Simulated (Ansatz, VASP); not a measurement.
**Ta: VASP beside Ansatz**

Aim: how closely do two programs agree when they are given the same cell, functional and k mesh?

Program: Ansatz 0.2.0. Level of theory: plane waves, with VASP 6.6.1 beside it; relaxation of cell and atoms at PBEsol. Results are calculated unless marked as measured.

### Step 1. Set-up

Symmetry: Im-3m, No. 229, cubic system. Conventional cell: a = 3.282 Å, b = 3.282 Å, c = 3.282 Å, α = 90.00°, β = 90.00°, γ = 90.00°. Nearest to Ta lie 8 Ta at 2.84 Å.

### Step 2. Ansatz: relaxation of cell and atoms, PBEsol

Ansatz runs on its default PAW (the set named soft_2) files.

The relaxed volume is the usual yardstick between codes: its relative difference is about their pressure difference at one cell divided by the bulk modulus.

Contents of input.yaml:

```yaml
crystal:
  lattice:
    - [-1.6408621308, 1.6408621308, 1.6408621308]
    - [1.6408621308, -1.6408621308, 1.6408621308]
    - [1.6408621308, 1.6408621308, -1.6408621308]
  atoms:
    - { symbol: Ta, position: [0.0, 0.0, 0.0] }
hamiltonian:
  xc: pbesol
  pseudopotentials: { kind: paw }
kpoints:
  mp_grid: { grid: [25, 25, 25] }
scf:
  occupations: { method: methfessel_paxton, width: 0.15 }
relax:
  f_tol: 0.01
  max_steps: 60
  cell: { stress_tol: 0.05 }
output:
  forces: true
  stress: true
  write_density: true
  write_potential: true
  elf: true
  volumetric_format: npy
```

Launch:

```bash
> ansatz run input.yaml --threads 4 --pin off --max-ram 9216MiB --backend cpu --events-out ev --progress --plain --runs-dir out
```

Numbers of over 12 decimals in the logs are rounded to 6 here.

Output:

```text
Engine: ansatz 0.2.0, aarch64-unknown-linux-gnu
Pseudopotentials: kind: paw
Pseudopotential: Ta, paw, valence charge 13, recommended cutoff 420 eV (normal), Ta.paw.azcp
Functional definition: PBEsol
  exchange = pbesol_x
  correlation = pbesol_c
Crystal: 1 atoms, lattice volume = 17.672 Å³
Basis set: ecut = 420 eV, 369 PW (Γ), exchange–correlation on 40×40×40 points (8 copies of the dense FFT grid, shifted against one another)
Bands: 11, of which v1, the nominal top of the filled ones, is band 7 counted from 1 (6 counted from 0)
Symmetry: 48 space group operations
Space group: Im-3m (ITA 229), of the structure as read, at distance tolerance 2.6e-5 Å
k-points: 455 of 15625
Non-local potential: Ta, projectors of the file, l = 0: 3, l = 1: 2, l = 2: 2, l = 3: 1
PAW form: soft (Blöchl's): semilocal exchange-correlation on the pseudo side does not see the compensation charge
PAW frozen core: Ta, regenerated for the run's functional, and the local potential with it (the file was generated under x = pbe(κ = 0.804, μ = 0.219515), c = pbe(β = 0.066725))
PAW one-centre angular grid: Ta, 590 points (default); XC on 64 Gauss nodes
Initial density: superposition of atomic densities (neutral atoms: chi_scale 0, normalization atom), corrected by the library's trained network
Initial wavefunctions: pseudopotential atomic-orbital guess
Functional: x = pbesol(κ = 0.804, μ = 0.123457), c = pbesol(β = 0.046)
SCF iter   1: F=—  HF=-9806.498562 eV  |F-HF|=—  |Δ(HF+E_count)|=         —  Δρ=2.24e-3  dr2=2.37e-4  ethr=1.77e-3  ⟨swp⟩=5.1  Hψ=27462  notcnv=0
preconditioner: auto → none  [metal: Δε(μ)=0.004 eV  Ē_g=8.471 eV  σ=0.150 eV  W_gap=0.02  n_scr=0 (ndim 8)  ℏωp=19.8 eV  f_vac=0.000  D(μ)=1.37/eV (n_scr^D=12)]
SCF iter   2: F=—  HF=-9806.498429 eV  |F-HF|=—  |Δ(HF+E_count)|=   1.33e-4  S|Δr|=    0.00e0  Δρ=1.04e-3  dr2=4.82e-5  ethr=1.83e-6  ⟨swp⟩=2.1  Hψ=10919  notcnv=0
SCF iter   3: F=—  HF=-9806.498467 eV  |F-HF|=—  |Δ(HF+E_count)|=   3.82e-5  S|Δr|=    0.00e0  Δρ=1.53e-4  dr2=1.32e-6  ethr=3.71e-7  ⟨swp⟩=1.1  Hψ=5044  notcnv=0
SCF iter   4: F=-9806.498467 eV  HF=-9806.498467 eV  |F-HF|=3.64e-8  |Δ(HF+E_count)|=   5.70e-8  S|Δr|=    0.00e0  Δρ=3.67e-5  dr2=7.50e-8  ethr=7.69e-10  ⟨swp⟩=8.3  Hψ=26162  notcnv=0
SCF 1 converged in 4 iterations: F = -9806.498467 eV  dr2 = 7.50e-8
  greatest PAW one-centre occupation: 1.000 electrons in one spin orbital (limit 2), on the Ta atom at site 0 (counted from 0), in its partial waves of l = 0
relax step   1: F+E_penalty+E_count = -9806.49846724 eV  Δ(F+E_penalty+E_count) = +0.000e0 eV  max|allowed force component| = 0.000e0 eV/Å  Δτ_max = 0.0000 Å  P = -0.175 GPa  Ω = 17.672 Å³  (4 SCF iters, dr2 threshold 1.00e-7 eV, accepted)
[...]
relax step   2: F+E_penalty+E_count = -9806.49843134 eV  Δ(F+E_penalty+E_count) = +3.590e-5 eV  max|allowed force component| = 0.000e0 eV/Å  Δτ_max = 0.0000 Å  P = +0.486 GPa  Ω = 17.615 Å³  energy of the carried Pulay correction = +1.907e-5 eV  (3 SCF iters, dr2 threshold 7.68e-8 eV, rejected (line search))
[...]
relax step   3: F+E_penalty+E_count = -9806.49848052 eV  Δ(F+E_penalty+E_count) = -1.328e-5 eV  max|allowed force component| = 0.000e0 eV/Å  Δτ_max = 0.0000 Å  P = -0.000 GPa  Ω = 17.657 Å³  energy of the carried Pulay correction = +5.057e-6 eV  (4 SCF iters, accepted)
[...]
relax step   4: F+E_penalty+E_count = -9806.49847333 eV  Δ(F+E_penalty+E_count) = +7.193e-6 eV  max|allowed force component| = 0.000e0 eV/Å  Δτ_max = 0.0000 Å  P = -0.000 GPa  Ω = 17.657 Å³  stress off target by 4.10e-4 GPa  SCF on the basis re-selected at this cell (its energy is not comparable with the rows above)  (3 SCF iters)
basis re-selected at this cell: Δ(F+E_penalty+E_count) = +7.193e-6 eV, ΔP = -0.000 GPa vs the last step (what re-selecting the basis moved, of the pressure what is left beyond the Pulay correction that the steps carried, after the strain that the cell walked since its last selection, with what the two solves' SCF thresholds leave and, on support functions, any second-order correction that the steps lacked; it is no measure of the basis error at this ecutwfc). This SCF's stress stands 4.10e-4 GPa from its target on what of the cell is left free (relax.cell.stress_tol is 5.00e-2 GPa) and its largest allowed force component is 0.00e0 eV/Å (relax.f_tol is 1.00e-2 eV/Å): [rest of the remark cut]
SCF converged after 3 iterations
Stability not checked: this state was not tested for a lower state beside it, because cold or Methfessel-Paxton smearing, or corrected tetrahedra, fill the levels in a way that the test cannot read (fill_not_monotonic; see scf.lower_state_search)
Free energy (F): -9806.498473 eV
Harris-Foulkes:  -9806.498473 eV  (|F-HF|=1.82e-12)
Internal energy: -9806.498166 eV  (E = F + TS)
E sigma→0 (E₀):  -9806.498397 eV
Entropy (-TS):   -0.000307 eV (-0.307 meV/atom)
Fermi energy:    18.880801 eV
--- Per-component energies (eV) ---
  E_band       = -99.570299
  E_kinetic    = 366.740157
  E_local      = -538.678149  (includes V_loc(G=0)·N_el)
  E_nonlocal   = 17.796280
  E_hartree    = 186.990086
  E_xc         = -217.168620
  E_vxc        = -204.054871  (∫ρ·V_xc dr)
  E_paw        = -8272.683031  (= ΣΔE_a)
  E_vpaw       = -115.354012  (= ΣTr[D̂ρ^β])
  E_aug_tail   = 0.000137  (compensation charges beyond the density's cutoff)
  E_ewald      = -1349.708674
  E_core_change = 0.213646  (= ΣΔE_core)
  E_smearing   = -0.000307  (= −TS)
  E_closure    = 0.000000  (closes the sum)
  Σ components = -9806.498473   (vs F -9806.498473, Δ=0.00e0)
--- Forces (eV/Å), atoms counted from 1 ---
  atom   1  Ta    -0.00000000    -0.00000000    -0.00000000
  max |Σ_I F_I| component: 1.07e-31 eV/Å
--- Stress (GPa, compression-positive) ---
       -0.000410       0.000000       0.000000
        0.000000      -0.000410      -0.000000
       -0.000000      -0.000000      -0.000410
  P = ⅓ Tr σ = -0.0004 GPa (-0.004 kbar)
--- Band table (eV; the first three rows and the last of 455) ---
  k-point 0: bands = [... 3 lower, -14.0123, 10.9108, 19.6144, 19.6144, 19.6144, 22.9555, 22.9555, 33.6110]
  k-point 1: bands = [... 3 lower, -14.0124, 10.9844, 19.5656, 19.6018, 19.6867, 22.8714, 22.9552, 33.6795]
  k-point 2: bands = [... 3 lower, -14.0127, 11.2013, 19.4259, 19.5548, 19.9026, 22.6617, 22.9566, 33.8695]
  k-point 454: bands = [... 3 lower, -14.8857, 14.9817, 14.9915, 25.6108, 25.6108, 25.8632, 27.5570, 28.0176]
--- Relaxed structure (3 steps of the walk, 2 accepted, 1 SCFs on fresh bases) ---
  F+E_penalty+E_count = -9806.49847333 eV   max|allowed force component| = 0.000e0 eV/Å   (the final SCF, on the basis selected at the relaxed cell)
  cell:  # Å, volume = 17.6565 Å³
    - [-1.640395, 1.640395, 1.640395]
    - [1.640395, -1.640395, 1.640395]
    - [1.640395, 1.640395, -1.640395]
  atoms:
    - { symbol: Ta, position: [0.0, 0.0, 0.0] }
```

Wall time 4.1 s (4 threads of Arm Neoverse V2, shared host); peak memory 0.4 GiB; 13 s of CPU time.

### Step 3. VASP: relaxation of cell and atoms, PBEsol

The same cell, functional, mesh and smearing now go to VASP, with its own data sets and cutoff.

Lines of VASP's logs that name or quote its potential files are left out, and so is its time.

Contents of INCAR:

```
SYSTEM = Ta
PREC = Accurate
ENCUT = 450
EDIFF = 1E-07
NELM = 120
ISMEAR = 1
SIGMA = 0.15
LREAL = .FALSE.
ALGO = Normal
GGA = PS
NBANDS = 11
LASPH = .TRUE.
LORBIT = 11
LWAVE = .FALSE.
LCHARG = .FALSE.
KPAR = 8
IBRION = 2
NSW = 40
ISIF = 3
EDIFFG = -0.005
POTIM = 0.4
```

Contents of POSCAR:

```
Ta
1.0
   -1.6408621308      1.6408621308      1.6408621308
    1.6408621308     -1.6408621308      1.6408621308
    1.6408621308      1.6408621308     -1.6408621308
Ta
1
Direct
    0.0000000000      0.0000000000      0.0000000000
```

Contents of KPOINTS:

```
Automatic mesh
0
Gamma
25 25 25
0 0 0
```

Potentials, in the order of the species: Ta_pv (PBE family, release 64).

Launch:

```bash
> mpirun -np 8 vasp_std
```

Output:

```text
[banner, memory and clock lines left out]
running    8 mpi-ranks, on    1 nodes
 distrk:  each k-point on    1 cores,    8 groups
 distr:  one band on    1 cores,    1 groups

 POSCAR found type information on POSCAR Ta
 POSCAR found :  1 types and       1 ions
|                                                                             |
|           W    W    AA    RRRRR   N    N  II  N    N   GGGG   !!!           |
|           W    W   A  A   R    R  NN   N  II  NN   N  G    G  !!!           |
|           W    W  A    A  R    R  N N  N  II  N N  N  G       !!!           |
|           W WW W  AAAAAA  RRRRR   N  N N  II  N  N N  G  GGG   !            |
|           WW  WW  A    A  R   R   N   NN  II  N   NN  G    G                |
|           W    W  A    A  R    R  N    N  II  N    N   GGGG   !!!           |
|                                                                             |
|     For optimal performance we recommend to set                             |
|       NCORE = 2 up to number-of-cores-per-socket                            |
|     NCORE specifies how many cores store one orbital (NPAR=cpu/NCORE).      |
|     This setting can greatly improve the performance of VASP for DFT.       |
|     The default, NCORE=1 might be grossly inefficient on modern             |
|     multi-core architectures or massively parallel machines. Do your        |
|     Unfortunately you need to use the default for GW and RPA                |
|     calculations (for HF NCORE is supported but not extensively tested      |
|     yet).                                                                   |
|                                                                             |

|                                                                             |
|               ----> ADVICE to this user running VASP <----                  |
|                                                                             |
|     You enforced a specific xc type in the INCAR file but a different       |
|     [... a line on the potential file left out ...]
|     I HOPE YOU KNOW WHAT YOU ARE DOING!                                     |
|                                                                             |

 LDA part: xc-table for (Slater+PW92), standard interpolation
 POSCAR, INCAR and KPOINTS ok, starting setup
 FFT: planning ... GRIDC
 FFT: planning ... GRID_SOFT
 FFT: planning ... GRID
 WAVECAR not read
 entering main loop
       N       E                     dE             d eps       ncg     rms          rms(c)
DAV:   1     0.526473496335E+02    0.52647E+02   -0.57769E+03 10034   0.860E+02
DAV:   2    -0.121525558306E+02   -0.64800E+02   -0.63357E+02 11182   0.236E+02
DAV:   3    -0.130462728706E+02   -0.89372E+00   -0.87701E+00 12220   0.268E+01
DAV:   4    -0.130492629540E+02   -0.29901E-02   -0.29887E-02 11024   0.160E+00
DAV:   5    -0.130492745362E+02   -0.11582E-04   -0.11582E-04 11920   0.964E-02    0.143E+01
DAV:   6    -0.126677827123E+02    0.38149E+00   -0.32943E-01 11507   0.631E+00    0.698E+00
DAV:   7    -0.125516069983E+02    0.11618E+00   -0.27945E-01 11546   0.542E+00    0.383E-01
DAV:   8    -0.125503354273E+02    0.12716E-02   -0.91261E-03 11869   0.779E-01    0.853E-02
DAV:   9    -0.125503327502E+02    0.26770E-05   -0.58418E-05 11514   0.813E-02    0.210E-02
DAV:  10    -0.125503302069E+02    0.25433E-05   -0.23401E-06 11945   0.172E-02    0.356E-03
DAV:  11    -0.125503302019E+02    0.50645E-08   -0.14753E-07  9975   0.433E-03
   1 F= -.12550330E+02 E0= -.12550225E+02  d E =-.125503E+02
 curvature:   0.00 expect dE= 0.000E+00 dE for cont linesearch  0.000E+00
 trial: gam= 0.00000 g(F)=  0.244E-62 g(S)=  0.448E-07 ort = 0.000E+00 (trialstep = 0.100E+01)
 search vector abs. value=  0.449E-07
 reached required accuracy - stopping structural energy minimisation
```

From OUTCAR (step 3):

```text
ion  position               nearest neighbor table
   1  0.000  0.000  0.000-

  LATTYP: Found a body centered cubic cell.
 ALAT       =     3.2817242616

 Subroutine GETGRP returns: Found 48 space group operations
 (whereof 48 operations were pure point group operations)

The static configuration has the point symmetry O_h .

 Found    455 irreducible k-points:

   k-points           NKPTS =    455   k-points in BZ     NKDIM =    455   number of bands    NBANDS=     11

   dimension x,y,z NGX =    20 NGY =   20 NGZ =   20
   dimension x,y,z NGXF=    40 NGYF=   40 NGZF=   40

   ENCUT  =  450.0 eV  33.07 Ry    5.75 a.u.   4.92  4.92  4.92*2*pi/ulx,y,z

   NELECT =      11.0000    total number of electrons

 k-points in reciprocal lattice and weights: Automatic mesh
   0.00000000  0.00000000  0.00000000       0.000
   0.04000000  0.00000000  0.00000000       0.001
   0.08000000  0.00000000  0.00000000       0.001
   0.12000000  0.00000000  0.00000000       0.001
   0.16000000  0.00000000  0.00000000       0.001
   0.20000000  0.00000000  0.00000000       0.001
   0.24000000  0.00000000  0.00000000       0.001
   0.28000000  0.00000000  0.00000000       0.001
   0.32000000  0.00000000  0.00000000       0.001
[...]
-0.48000000 -0.48000000  0.44000000       0.001
  -0.48000000  0.48000000  0.48000000       0.000

 average (electrostatic) potential at core
       1 -36.0243

 E-fermi :   5.4602

 k-point     1 :       0.0000    0.0000    0.0000
  band No.  band energies     occupation
      1     -27.4740      2.00000
      2     -27.4740      2.00000
      3     -27.4740      2.00000
      4      -2.5273      2.00000
      5       6.1948     -0.00000
      6       6.1948     -0.00000
      7       6.1948     -0.00000
      8       9.5334      0.00000
      9       9.5334      0.00000
    ...

 k-point     2 :       0.0400    0.0000    0.0000
  band No.  band energies     occupation
      1     -27.4956      2.00000
      2     -27.4805      2.00000
      3     -27.4741      2.00000
      4      -2.4533      2.00000
      5       6.1461     -0.00000
      6       6.1822     -0.00000
      7       6.2671     -0.00000
      8       9.4499      0.00000
      9       9.5331      0.00000
    ...

 k-point     3 :       0.0800    0.0000    0.0000
  band No.  band energies     occupation
      1     -27.5588      2.00000
      2     -27.4999      2.00000
      3     -27.4744      2.00000
      4      -2.2353      2.00000
      5       6.0063     -0.00000
      6       6.1350     -0.00000
      7       6.4825     -0.00000
      8       9.2417      0.00000
      9       9.5347      0.00000
    ...

  Total       -0.0006221     -0.0006221     -0.0006221     -0.0000000     -0.0000000      0.0000000
  in kB       -0.0564017     -0.0564017     -0.0564017     -0.0000000     -0.0000000      0.0000000
  external PRESSURE =      -0.0564017 kB  Pullay stress =       0.0000000 kB

  energy-cutoff  :      450.00
  volume of cell :       17.67
      direct lattice vectors                 reciprocal lattice vectors
    -1.640862131  1.640862131  1.640862131     0.000000000  0.304717862  0.304717862
     1.640862131 -1.640862131  1.640862131     0.304717862  0.000000000  0.304717862
     1.640862131  1.640862131 -1.640862131     0.304717862  0.304717862  0.000000000

 POSITION                                       TOTAL-FORCE (eV/Angst)
 -----------------------------------------------------------------------------------
      0.00000      0.00000      0.00000         0.000000      0.000000      0.000000
 -----------------------------------------------------------------------------------
    total drift:                                0.000000      0.000000      0.000000

  FREE ENERGIE OF THE ION-ELECTRON SYSTEM (eV)
  ---------------------------------------------------
  free  energy   TOTEN  =       -12.5503302019 eV

  energy  without entropy=      -12.5500153902  energy(sigma->0) =      -12.55022526

 reached required accuracy - stopping structural energy minimisation

 total charge
# of ion       s       p       d       tot
------------------------------------------
    1        0.374   6.173   2.425   8.973

[... 3 further parts left out ...]
```

CONTCAR:

```
Ta
   1.00000000000000
    -1.6408621308000000    1.6408621308000000    1.6408621308000000
     1.6408621308000000   -1.6408621308000000    1.6408621308000000
     1.6408621308000000    1.6408621308000000   -1.6408621308000000
  Ta
     1
Direct
     0.0000000000000000    0.0000000000000000    0.0000000000000000
```

### Step 4. Comparison

Known differences besides the potentials themselves: both relaxations stop at a tolerance, which leaves soft axes loose, and VASP keeps its plane-wave basis; the data sets hold 13 valence electrons in Ansatz (default PAW (the set named soft_2) files) and 11 in VASP; the cutoff is 420 eV in Ansatz and 450 eV in VASP; Ansatz makes its cores anew for this functional, VASP keeps those of its PBE data sets; Ansatz adds a Pulay correction to the stress that steers its cell, VASP none. Total energies have different zeros and are not compared.

Both answers:

```csv
quantity,Ansatz,VASP,difference
volume (Å³),17.66,17.67,-0.09 %
"edge a after relaxation, in the typed setting (Å)",2.841,2.842,-0.03 %
```

The walks stopped with 0.00 GPa left in Ansatz and -0.01 GPa in VASP; each walk ends within a tolerance, so the volume difference is uncertain by about these residues over the bulk modulus, most in soft cells.

### Step 5. Results

| Property | Result |
| --- | --- |
| difference in volume (relaxation of cell and atoms, PBEsol) | -0.085 % |

The difference in volume is -0.085 % (relaxation of cell and atoms, PBEsol), within the 1.2 % picked in this series as the mark of a large difference, as far as the stopping tolerances let one tell. Such differences can come from data sets, numerical settings and the points named under the comparisons, not from the functional's error against experiment.

[Lines on the potential files, build, host, timing and source positions are cut from VASP's logs without a mark.]

[Logs are printed without paths, hosts, clocks, repeated set-up lines and the standing remarks that a program may print on its own settings, such as how far it seeks lower states.]

[Hosts, paths, dates, database ids (printed as entryN), source tags and the programs' standing remarks are cut or masked in the printed files.]
